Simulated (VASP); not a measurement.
Computed with PBE GGA, VASP's PBE PAW potentials (set 64) (plane waves; VASP).

VASP ran on this input.

**KPOINTS**
```
Automatic mesh
0
Gamma
1 1 1
0 0 0
```

**POSCAR**
```
Mg31FO31
16.9739180
  0.5000000009   0.0000000000   0.0000000000
  0.0000000000   0.5000000009   0.0000000000
  0.0000000000   0.0000000000   0.5000000009
Mg O F
31 31 1
Cart
  0.2500580219   0.0000759266   0.4986795164
  0.3721837274   0.1278904506   0.4998801941
  0.3753187623   0.0000105132   0.1245483441
  0.0000789104   0.4999685510   0.4996845559
  0.1281419743   0.1279709558   0.0001206038
  0.3720518840   0.3719510792   0.4998930571
  0.1246849993   0.4999619729   0.1246967374
  0.2500529753   0.1217038607   0.1224843538
  0.3784113835   0.2499101013   0.1220995485
  0.2499861855   0.4999651813   0.2511325455
  0.3746302277   0.1254411385   0.2500524095
  0.3747780425   0.4999247464   0.3753012926
  0.0001432763   0.2498880317   0.4985048343
  0.1280267567   0.3719921508   0.0001169505
  0.0000727771   0.1245941091   0.1245923815
  0.1216063209   0.2500021955   0.1224030494
  0.2499948791   0.3783305482   0.1223184250
  0.4999918874   0.4999571927   0.2503680223
  0.1254326358   0.1254323037   0.2501666904
  0.2499889014   0.2500656919   0.2529907260
  0.3745437311   0.3744904633   0.2499831164
  0.1252820777   0.4999983182   0.3754552766
  0.2500794901   0.1276139152   0.3784269961
  0.3724553688   0.2499801886   0.3783130202
  0.4999382266   0.3753051155   0.1245425094
  0.4999955266   0.2499999298   0.2510223683
  0.1254125282   0.3745603736   0.2501464224
  0.0001162780   0.1251598379   0.3753548976
  0.1276805548   0.2499687970   0.3784621546
  0.2499973194   0.3723823786   0.3785353637
  0.0000533266   0.3747434583   0.3753841699
  0.3736331764   0.1264461087   0.1247370456
  0.0000288286   0.2499437815   0.1260406945
  0.0000469942   0.1249824546   0.2496754842
  0.1264670116   0.1264204310   0.1248689405
  0.3735251407   0.3734217064   0.1246328151
  0.4999727926   0.4999597399   0.1252774345
  0.2500122384   0.1258136857   0.2482850273
  0.3742227030   0.2499752235   0.2480941202
  0.4999687948   0.3749631077   0.2496424662
  0.3746553693   0.1253777291   0.3750919319
  0.0000955555   0.2499589036   0.3738146375
  0.0001055151   0.1241335332   0.0002436733
  0.1264227312   0.3735776512   0.1248134724
  0.2500393151   0.0000137835   0.1261657308
  0.1257579391   0.2500287016   0.2483003350
  0.2499902240   0.3742300383   0.2482425950
  0.3749747325   0.4999467542   0.2495986448
  0.1255214463   0.1254215178   0.3752368938
  0.2500573506   0.2500121898   0.3698157238
  0.3745732356   0.3745296545   0.3751166992
  0.0000606771   0.4999460535   0.3747533204
  0.2501621607   0.1184073023   0.0010276950
  0.3818608688   0.2499319453   0.0007366152
  0.0000962125   0.3757685020   0.0002704993
  0.1250156161   0.4999603395   0.2497411675
  0.1254759894   0.3745829277   0.3752567300
  0.2500180906   0.0000428491   0.3739394726
  0.1184195279   0.2499372672   0.0010134796
  0.2500194237   0.3817434273   0.0009866037
  0.3758306412   0.4999594278   0.0002381832
  0.1243144515   0.0000946477   0.0004005229
  0.2498378168   0.2499991701   0.1312818393
```

**INCAR**
```
# general
SYSTEM     = Mg31FO31
PREC       = Normal
ENCUT      = 400
LREAL      = Auto
LASPH      = T
ISYM       = 0
NELECT     = 254.0

# electronic loop
EDIFF      = 1E-6
NELM       = 100
NELMIN     = 4
ALGO       = Fast

# smearing
ISMEAR     = 0
SIGMA      = 0.05

# functional
GGA        = PE

# spin
ISPIN      = 2
MAGMOM     = 63*0.0317
NUPDOWN    = 2

# output
LWAVE      = F
LCHARG     = F
LORBIT     = 11

# other
LHYPERFINE = T
```

POTCAR, in this order: Mg O F (PBE.64 set). Program: vasp_gam. Read from the step before: WAVECAR.

Q: What will the output report for the number of irreducible k-points (NKPTS), largest plane-wave count, FFT grid (NGX, NGY, NGZ)?

A: 
* **number of irreducible k-points (NKPTS)**: 1
* **largest plane-wave count**: 5534
* **FFT grid (NGX, NGY, NGZ)**: 42 × 42 × 42

The cell is a supercell with a defect, built from MgO (rock salt): F_O-vac_Mg, charge +1.
